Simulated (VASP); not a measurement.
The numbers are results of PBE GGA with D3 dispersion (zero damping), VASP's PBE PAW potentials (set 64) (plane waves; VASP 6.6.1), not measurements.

Input for VASP

**POSCAR**
```
CdSe
1.0
  2.1875758561  -3.7889922841   0.0000000000
  2.1875758561   3.7889922841   0.0000000000
  0.0000000000   0.0000000000   7.1331528164
Cd Se
2 2
Cart
  2.1875758561  -1.2629999540   3.5669042208
  2.1875758561   1.2629999540   0.0003278126
  2.1875758561  -1.2629999540   6.2483140546
  2.1875758561   1.2629999540   2.6817376464
```

File KPOINTS:
```
Automatic mesh
0
Gamma
6 6 3
0 0 0
```

### INCAR
```
# general
SYSTEM  = CdSe
PREC    = Accurate
ENCUT   = 520   # plane-wave cut-off (eV)
LREAL   = .FALSE.   # projection in real space or not
LASPH   = .TRUE.

# electronic loop
EDIFF   = 1E-7
NELM    = 100
ALGO    = Normal   # blocked Davidson
LMAXMIX = 4   # l cut-off of mixed one-centre charges

# smearing
ISMEAR  = 0   # Gaussian
SIGMA   = 0.05

# functional
GGA     = PE   # PBE
IVDW    = 11   # D3, zero damping

# ions
IBRION  = 2
NSW     = 30
ISIF    = 4
EDIFFG  = -0.01

# output
LWAVE   = .FALSE.
LCHARG  = .FALSE.
```

POTCAR, in this order: Cd Se (PBE.64 set). Program: vasp_std.

Output

File OSZICAR:
```
       N       E                     dE             d eps       ncg     rms          rms(c)
DAV:   1     0.244968898701E+03    0.24497E+03   -0.17291E+04   616   0.147E+03
DAV:   2     0.203381982970E+01   -0.24294E+03   -0.23802E+03   688   0.347E+02
DAV:   3    -0.116302420538E+02   -0.13664E+02   -0.13625E+02   730   0.819E+01
DAV:   4    -0.117549710706E+02   -0.12473E+00   -0.12468E+00   706   0.779E+00
DAV:   5    -0.117560080265E+02   -0.10370E-02   -0.10369E-02   742   0.655E-01    0.827E+00
DAV:   6    -0.110187069230E+02    0.73730E+00   -0.16880E+00   734   0.125E+01    0.651E+00
DAV:   7    -0.109874192314E+02    0.31288E-01   -0.57030E-01   694   0.415E+00    0.262E+00
DAV:   8    -0.109864152105E+02    0.10040E-02   -0.60849E-02   658   0.271E+00    0.360E-01
DAV:   9    -0.109862841069E+02    0.13110E-03   -0.93989E-03   718   0.122E+00    0.117E-01
DAV:  10    -0.109864271012E+02   -0.14299E-03   -0.10008E-03   688   0.378E-01    0.771E-02
DAV:  11    -0.109865492597E+02   -0.12216E-03   -0.29947E-04   652   0.117E-01    0.224E-02
DAV:  12    -0.109865240259E+02    0.25234E-04   -0.11935E-04   772   0.113E-01    0.767E-03
DAV:  13    -0.109865275229E+02   -0.34969E-05   -0.17539E-05   664   0.257E-02    0.827E-03
DAV:  14    -0.109865272073E+02    0.31561E-06   -0.11207E-06   766   0.603E-03    0.409E-03
DAV:  15    -0.109865275184E+02   -0.31111E-06   -0.18220E-07   548   0.234E-03    0.612E-04
DAV:  16    -0.109865275458E+02   -0.27370E-07   -0.39506E-08   460   0.105E-03
   1 F= -.11990041E+02 E0= -.11990041E+02  d E =-.119900E+02
```

OUTCAR:
```
------------------------ aborting loop because EDIFF is reached ----------------------------------------
 Edisp (eV)   -1.00351
  FORCE on cell =-STRESS in cart. coord.  units (eV):
  Direction    XX          YY          ZZ          XY          YZ          ZX
  --------------------------------------------------------------------------------------
  Total      -1.01134    -1.01134    -0.96386     0.00000     0.00000     0.00000
  in kB     -13.70276   -13.70275   -13.05945     0.00000     0.00000     0.00000
  external pressure =      -13.49 kB  Pullay stress =        0.00 kB
  volume of cell :      118.25
      direct lattice vectors                 reciprocal lattice vectors
     2.187575856 -3.788992284  0.000000000     0.228563503 -0.131961208  0.000000000
     2.187575856  3.788992284  0.000000000     0.228563503  0.131961208  0.000000000
     0.000000000  0.000000000  7.133152816     0.000000000  0.000000000  0.140190464
  FREE ENERGIE OF THE ION-ELECTRON SYSTEM (eV)
  ---------------------------------------------------
  free  energy   TOTEN  =       -11.9900405247 eV

  energy  without entropy=      -11.9900405247  energy(sigma->0) =      -11.99004052

 reached required accuracy - stopping structural energy minimisation
```
(Selected blocks of OUTCAR.)

The compound is CdSe in the wurtzite structure. This cell is one point of a volume scan, at 1.03 of the reference volume.
